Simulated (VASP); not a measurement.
```xyz
4
Lattice="1.2206 -2.1142 0.0000 1.2206 2.1142 0.0000 0.0000 0.0000 6.5617" Properties=species:S:1:pos:R:3 pbc="T T T"
C      0.0000     0.0000     1.6404
C      0.0000     0.0000     4.9213
C      1.2206     0.7047     1.6404
C      1.2206    -0.7047     4.9213
```

The numbers are results of rev-vdW-DF2, VASP's PBE PAW potentials (set 64) (plane waves; VASP 6.6.1), not measurements. Numerical set-up: 520 eV cut-off, 10×10×4 Γ-centred mesh, Gaussian smearing of 0.050 eV, potentials C.

The ions and cell shape at fixed volume are relaxed. What does this cell relax into?

```xyz
4
Lattice="1.2313 -2.1326 0.0000 1.2313 2.1326 0.0000 0.0000 0.0000 6.4485" Properties=species:S:1:pos:R:3 pbc="T T T"
C      0.0000     0.0000     1.6121
C      0.0000     0.0000     4.8364
C      1.2313     0.7109     1.6121
C      1.2313    -0.7109     4.8364
```
Space group P6_3/mmc (194), at a tolerance of 0.03 Å.

How much energy does the relaxation gain?

The energy (σ→0) changes by -5.7 meV/atom, in 3 ionic steps.

The compound is C in the graphite structure. This cell is one point of a volume scan, at 0.97 of the reference volume. Symmetry was kept, so distortions that lower it aren't found.
